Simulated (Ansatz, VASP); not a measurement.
# SiC: VASP beside Ansatz, part 3 of 3

Aim: how closely do two programs agree when they are given the same cell, functional and k mesh? The cell is taken from a series of runs on this material, whose earlier steps may have relaxed, scaled, displaced or heated it; both programs get it as it stands.

VASP 6.6.1 and Ansatz 0.2.0.

So far: Starting point; VASP: zone-centre phonons, PBE.

### 3. Ansatz: zone-centre phonons, PBE

Level of this step: Ansatz beside VASP: Kohn-Sham DFT, plane waves, PBE (Ansatz).

Ansatz runs on its PAW soft_1 files.

The same cell, functional and mesh now go to Ansatz, which takes its cutoff from its data sets.

input.yaml

```yaml
crystal:
  lattice:
    - [3.0525213737, 0.0, 0.0]
    - [-1.5262606869, 2.6435610552, 0.0]
    - [0.0, 0.0, 9.9908331221]
  atoms:
    - { symbol: C, position: [0.6666666667, 0.3333333333, 0.7498178319] }
    - { symbol: C, position: [0.3333333333, 0.6666666667, 0.2498178319] }
    - { symbol: C, position: [0.0, 0.0, 0.5004389001] }
    - { symbol: C, position: [0.0, 0.0, 0.0004389001] }
    - { symbol: Si, position: [0.6666666667, 0.3333333333, 0.937817462] }
    - { symbol: Si, position: [0.3333333333, 0.6666666667, 0.437817462] }
    - { symbol: Si, position: [0.0, 0.0, 0.6879248059] }
    - { symbol: Si, position: [0.0, 0.0, 0.1879248059] }
kpoints:
  mp_grid: { grid: [9, 9, 4] }
hamiltonian:
  xc: pbe
  pseudopotentials: { kind: paw, azcp: { folder: soft_1 } }
scf:
  occupations: { method: fixed }
output:
  eigenvalues: true
phonons:
  method: dfpt
  dielectric: true
  rigid_motions: translations
```

On the command line:

```bash
ansatz run input.yaml --threads 8 --pin off --max-ram 16384MiB --backend cpu --events-out ev --progress --plain --runs-dir out
```

Numbers of over 12 decimals in the logs are rounded to 6 here.

Output:

```text
Engine: ansatz 0.2.0, x86_64-unknown-linux-gnu
Pseudopotentials: kind: paw
Pseudopotential: C, paw, valence charge 4, recommended cutoff 420 eV (normal), soft_1/C.paw.azcp
Pseudopotential: Si, paw, valence charge 4, recommended cutoff 420 eV (normal), soft_1/Si.paw.azcp
Functional definition: PBE
  parameter kappa = 0.804
  parameter beta = 0.066725
  exchange = pbe_x(kappa = kappa, mu = beta*pi^2/3)
  correlation = pbe_c(beta = beta)
Crystal: 8 atoms, lattice volume = 80.621 Å³
Basis set: ecut = 420 eV, 1569 PW (Γ), exchange–correlation on 48×48×144 points (8 copies of the dense FFT grid, shifted against one another)
Bands: 24, of which v1, the nominal top of the filled ones, is band 16 counted from 1 (15 counted from 0)
Symmetry: 12 space group operations
k-points: 95 of 324 (irreducible under 2 space group operations, time reversal used)
Non-local potential: C, projectors of the file, l = 0: 2, l = 1: 2, l = 2: 1
Non-local potential: Si, projectors of the file, l = 0: 2, l = 1: 2, l = 2: 1
PAW form: soft (Blöchl's): semilocal exchange-correlation on the pseudo side does not see the compensation charge
PAW one-centre angular grid: C, 110 points (default); XC on 64 Gauss nodes
PAW one-centre angular grid: Si, 110 points (default); XC on 64 Gauss nodes
Initial density: superposition of atomic densities (chi_scale 0.1, normalization cell, long waves kept (reshape's long-wave potential 0.00 eV rms))
Initial wavefunctions: pseudopotential atomic-orbital guess
Functional: x = pbe(κ = 0.804, μ = 0.219515), c = pbe(β = 0.066725)
SCF iter   1: F=—  HF=-3554.851926 eV  |F-HF|=—  |Δ(HF+E_count)|=         —  Δρ=1.44e-1  dr2=2.00e1  ethr=3.10e-3  ⟨swp⟩=5.0  Hψ=10607  notcnv=0  defer=522
preconditioner: auto → none  [insulator: Δε(μ)=4.162 eV  Ē_g=13.025 eV  n_scr=6 (ndim 8)  ℏωp=23.4 eV  f_vac=0.000  ε∞_Penn≈4.2]
SCF iter   2: F=—  HF=-3548.850680 eV  |F-HF|=—  |Δ(HF+E_count)|=    6.00e0  Δρ=4.91e-2  dr2=1.16e0  ethr=3.10e-3  ⟨swp⟩=4.2  Hψ=6339  notcnv=0  defer=556
SCF iter   3: F=—  HF=-3548.568979 eV  |F-HF|=—  |Δ(HF+E_count)|=   2.82e-1  Δρ=1.97e-2  dr2=1.60e-1  ethr=3.10e-3  ⟨swp⟩=2.7  Hψ=4330  notcnv=0  defer=550
SCF iter   4: F=—  HF=-3548.560339 eV  |F-HF|=—  |Δ(HF+E_count)|=   8.64e-3  Δρ=1.63e-3  dr2=1.48e-3  ethr=4.99e-4  ⟨swp⟩=2.0  Hψ=2209  notcnv=0  defer=568
SCF iter   5: F=—  HF=-3548.560827 eV  |F-HF|=—  |Δ(HF+E_count)|=   4.88e-4  Δρ=3.37e-4  dr2=1.47e-4  ethr=4.61e-6  ⟨swp⟩=2.3  Hψ=3720  notcnv=0  defer=570
SCF iter   6: F=—  HF=-3548.560802 eV  |F-HF|=—  |Δ(HF+E_count)|=   2.54e-5  Δρ=1.70e-4  dr2=9.01e-6  ethr=4.59e-7  ⟨swp⟩=2.0  Hψ=3061  notcnv=0  defer=518
SCF iter   7: F=—  HF=-3548.560809 eV  |F-HF|=—  |Δ(HF+E_count)|=   7.52e-6  Δρ=3.99e-5  dr2=1.83e-6  ethr=2.82e-8  ⟨swp⟩=2.0  Hψ=3426  notcnv=0  defer=338
SCF iter   8: F=—  HF=-3548.560807 eV  |F-HF|=—  |Δ(HF+E_count)|=   1.98e-6  Δρ=1.72e-5  dr2=1.47e-7  ethr=5.73e-9  ⟨swp⟩=2.1  Hψ=3264  notcnv=0  defer=275
SCF iter   9: F=—  HF=-3548.560807 eV  |F-HF|=—  |Δ(HF+E_count)|=   4.11e-8  Δρ=1.90e-6  dr2=2.06e-9  ethr=4.59e-10  ⟨swp⟩=2.6  Hψ=3358  notcnv=0  defer=275
SCF iter  10: F=-3548.560807 eV  HF=-3548.560807 eV  |F-HF|=1.07e-10  |Δ(HF+E_count)|=   3.11e-9  Δρ=3.94e-7  dr2=5.95e-11  ethr=1.00e-12  ⟨swp⟩=15.2  Hψ=19706  notcnv=0
SCF 1 converged in 10 iterations: F = -3548.560807 eV  dr2 = 5.95e-11
  greatest PAW one-centre occupation: 0.651 electrons in one spin orbital (limit 2), on the C atom at site 1 (counted from 0), in its partial waves of l = 0
NSCF: frozen V_eff on 4 k-points
DFPT response loops at Γ: preconditioner auto → Resta (q_TF=auto, 2.339 Å⁻¹)  ε∞=5.1 (no band partly filled); β = 1.00, the filter's whole step (`scf.mixing.beta` (0.50) is not read by the response loops at its default; to damp them type it under 1.00, their step now; it binds the ground state too); Broyden in place of MSR1
── the response to a field inside a basis, on 10×10×4 k-points: an SCF that follows is theirs, and a resumed run solves both again ──
Bands: 17, of which v1, the nominal top of the filled ones, is band 16 counted from 1 (15 counted from 0)
k-points: 60 of 400 (irreducible under 4 space group operations, time reversal used)
Initial density: handed on by an earlier stage of this run
Initial wavefunctions: pseudopotential atomic-orbital guess (no wavefunctions were taken with the density)
Eigensolver: Dense (60 Hₖ)
SCF iter   1: F=—  HF=-3548.548424 eV  |F-HF|=—  |Δ(HF+E_count)|=         —  Δρ=1.17e-4  dr2=2.99e-6  ethr=1.00e-1
preconditioner: auto → none  [insulator: Δε(μ)=2.413 eV  Ē_g=9.927 eV  n_scr=6 (ndim 8)  ℏωp=23.4 eV  f_vac=0.000  ε∞_Penn≈6.6]
SCF iter   2: F=—  HF=-3548.548427 eV  |F-HF|=—  |Δ(HF+E_count)|=   2.98e-6  Δρ=5.90e-5  dr2=7.09e-7  ethr=9.34e-9
SCF iter   3: F=—  HF=-3548.548428 eV  |F-HF|=—  |Δ(HF+E_count)|=   1.13e-6  Δρ=9.58e-6  dr2=1.32e-7  ethr=2.22e-9
SCF iter   4: F=-3548.548428 eV  HF=-3548.548428 eV  |F-HF|=2.15e-9  |Δ(HF+E_count)|=   3.37e-8  Δρ=1.85e-6  dr2=3.91e-9  ethr=4.12e-10
SCF 1 converged in 4 iterations: F = -3548.548428 eV  dr2 = 3.91e-9
DFPT response loops at Γ: preconditioner auto → Resta (q_TF=auto, 2.339 Å⁻¹)  ε∞=5.0 (no band partly filled); β = 1.00, the filter's whole step (`scf.mixing.beta` (0.50) is not read by the response loops at its default; to damp them type it under 1.00, their step now; it binds the ground state too); Broyden in place of MSR1
SCF converged after 10 iterations
Free energy (F): -3548.560807 eV
Harris-Foulkes:  -3548.560807 eV  (|F-HF|=1.07e-10)
Internal energy: -3548.560807 eV  (E = F + TS)
E sigma→0 (E₀):  -3548.560807 eV
Fermi energy:    9.884348 eV
--- Per-component energies (eV) ---
  E_band       = 123.209990
  E_kinetic    = 539.149526
  E_local      = -376.587537  (includes V_loc(G=0)·N_el)
  E_nonlocal   = 181.716368
  E_hartree    = 127.110525
  E_xc         = -424.623779
  E_vxc        = -437.312796  (∫ρ·V_xc dr)
  E_paw        = -2447.004916  (= ΣΔE_a)
  E_vpaw       = -37.976876  (= ΣTr[D̂ρ^β])
  E_aug_tail   = 0.000208  (compensation charges beyond the density's cutoff)
  E_ewald      = -1148.321202
  E_smearing   = -0.000000  (= −TS)
  E_closure    = 0.000000  (closes the sum)
  Σ components = -3548.560807   (vs F -3548.560807, Δ=0.00e0)
--- Band table (eV; the first three rows and the last of 95) ---
  k-point 0: bands = [... 12 lower, 9.2971, 9.8339, 9.8843, 9.8843, 15.1885, 15.7645, 16.4204, 16.4452, ... 4 higher]
  k-point 1: bands = [... 12 lower, 9.4681, 9.4681, 9.8285, 9.8285, 15.2426, 15.6178, 16.6031, 16.7042, ... 4 higher]
  k-point 2: bands = [... 12 lower, 9.6765, 9.6765, 9.6765, 9.6765, 15.3967, 15.3967, 16.8720, 16.8720, ... 4 higher]
  k-point 94: bands = [... 12 lower, 6.6246, 6.6246, 8.4781, 8.4781, 14.2229, 14.2229, 15.5008, 15.5008, ... 4 higher]
--- Phonons (Γ-DFPT): 8 representative perturbations + reference, on 95 of 324 k-points (Σ response iterations 26) ---
  k mesh reduced under 2 symmetry operations, with k and −k counted as one. Each operation leaves every solved perturbation unchanged. A smaller set is not considered because the run solves the response to a homogeneous field
  ASR residual: 1.118e-4 → 0.000e0 eV/Å²; symmetrization residual: 3.058e-5 eV/Å²
  ASR residual per site (eV/Å²): 1.12e-4 1.12e-4 2.58e-5 2.58e-5 4.77e-6 4.77e-6 4.16e-5 4.16e-5
  Γ frequencies (cm⁻¹): 0.00 0.00 0.00 190.22 190.22 198.58 198.58 255.97 255.97 407.17 415.41 615.21 788.92 788.92 795.62 795.62 798.23 803.71 803.71 813.60 813.60 853.87 927.44 935.89
  ε∞ (high-frequency dielectric tensor):
        6.919495     0.000000    -0.000000
        0.000000     6.919495     0.000000
       -0.000000     0.000000     7.222465
  ε⁰ (static dielectric tensor: ions relaxed, cell fixed):
       10.145645     0.000000     0.000000
        0.000000    10.145645     0.000000
        0.000000     0.000000    10.827766
  ε⁰ − ε∞ (ionic part):
        3.226150    -0.000000     0.000000
       -0.000000     3.226150     0.000000
        0.000000     0.000000     3.605300
  softest optical mode at Γ: 190.22 cm⁻¹; the repairs (sum rule, projections) moved no ω² at Γ by more than (4.38 cm⁻¹)²
  Born effective charges Z* (e; rows j = field, columns β = displacement):
    site 0:
        -2.73353    0.00000   -0.00000
        -0.00000   -2.73353    0.00000
         0.00000   -0.00000   -2.77531
    site 1:
        -2.73353    0.00000    0.00000
        -0.00000   -2.73353   -0.00000
        -0.00000    0.00000   -2.77531
    site 2:
        -2.69140   -0.00000   -0.00000
        -0.00000   -2.69140    0.00000
        -0.00000    0.00000   -2.84633
    site 3:
        -2.69140   -0.00000    0.00000
        -0.00000   -2.69140   -0.00000
         0.00000   -0.00000   -2.84633
    site 4:
         2.70865    0.00000    0.00000
         0.00000    2.70865    0.00000
        -0.00000    0.00000    2.66606
    site 5:
[...]
site 6:
[...]
site 7:
[...]
Z* charge neutrality: 8.484e-3 e pre-enforcement
  solved inside a basis spanned on kpoints, on 10×10×4 k-points, its susceptibility summed on 14×14×4: ε∞ is read to err by 2.6e-2, Z* by 1.6e-2 e (field_mesh: kpoints solves on kpoints); Z* is corrected for what the basis lacks
  optical modes at Γ without the LO–TO term, one row a degenerate level:
      ω (cm⁻¹)  modes    IR ((D/Å)²/amu)
[...]
optical modes at Γ + LO–TO along q̂ = [1.0000, 0.0000, 0.0000]:
      ω (cm⁻¹)  modes    IR ((D/Å)²/amu)
[...]
optical modes at Γ + LO–TO along q̂ = [0.0000, 1.0000, 0.0000]:
      ω (cm⁻¹)  modes    IR ((D/Å)²/amu)
[...]
optical modes at Γ + LO–TO along q̂ = [0.0000, 0.0000, 1.0000]:
      ω (cm⁻¹)  modes    IR ((D/Å)²/amu)
[...]
788.92      2             0.0367
        795.62      2             0.0000
        803.71      2             0.0000
        813.60      2           161.3764
        853.63      1             0.0455
        927.44      1             0.0000
        935.89      1             0.0000
        977.25      1            86.6586
```

### 4. Comparison

Known differences besides the potentials themselves: fixed occupations in Ansatz, narrow Gaussian smearing in VASP; VASP's response is taken on the typed mesh, Ansatz refines its own for the field response alone; the cutoff is 420 eV in Ansatz and 600 eV in VASP. Total energies have different zeros and are not compared.

Compared:

```
                                     quantity  Ansatz   VASP  difference
                                        ε∞ xx    6.92   6.98     -0.80 %
                                        ε∞ yy    6.92   6.98     -0.80 %
                                        ε∞ zz    7.22   7.23     -0.04 %
 Born charge of C1 (mean of the diagonal) (e)   -2.75  -2.73       -0.02
Born charge of Si5 (mean of the diagonal) (e)    2.69   2.68       +0.02
                   optical mode 1 to 2 (cm⁻¹)   190.2  190.4     -0.11 %
                   optical mode 3 to 4 (cm⁻¹)   198.6  198.8     -0.13 %
                   optical mode 5 to 6 (cm⁻¹)   256.0  256.5     -0.22 %
                        optical mode 7 (cm⁻¹)   407.2  407.5     -0.08 %
                        optical mode 8 (cm⁻¹)   415.4  416.0     -0.15 %
                        optical mode 9 (cm⁻¹)   615.2  614.3     +0.15 %
                 optical mode 10 to 11 (cm⁻¹)   788.9  788.6     +0.04 %
                 optical mode 12 to 13 (cm⁻¹)   795.6  795.1     +0.06 %
                       optical mode 14 (cm⁻¹)   798.2  797.8     +0.05 %
                 optical mode 15 to 16 (cm⁻¹)   803.7  803.2     +0.07 %
                 optical mode 17 to 18 (cm⁻¹)   813.6  813.3     +0.04 %
                       optical mode 19 (cm⁻¹)   853.9  853.4     +0.05 %
                       optical mode 20 (cm⁻¹)   927.4  926.8     +0.07 %
                       optical mode 21 (cm⁻¹)   935.9  934.9     +0.10 %
```

Modes are paired by rising frequency, not by their patterns, so a pair may set unlike modes beside each other; they are those without the splitting of longitudinal modes.

### 5. Results

```yaml
r_m_s_difference_of_the_optical_zone_centre_modes_each_program_s_sorted_by_frequency_zone_centre_phonons_pbe: 0.50 cm⁻¹
difference_in_eps_infinity_xx_zone_centre_phonons_pbe: -0.8 %
```

The r.m.s. difference of the optical zone-centre modes, each program's sorted by frequency is 0.50 cm⁻¹ (zone-centre phonons, PBE). Among the rows given in per cent, the largest difference of the zone-centre phonons, PBE pair is in ε∞ xx, -0.8 %. How closely two codes agree says nothing of how well the functional describes the real material.

[Lines on the potential files, build, host, timing and source positions are cut from VASP's logs without a mark.]

[Logs are printed without paths, hosts, clocks, repeated set-up lines and the standing remarks that a program may print on its own settings, such as how far it seeks lower states.]

[Hosts, paths, dates, database ids (printed as entryN), source tags and the programs' standing remarks are cut or masked in the printed files.]
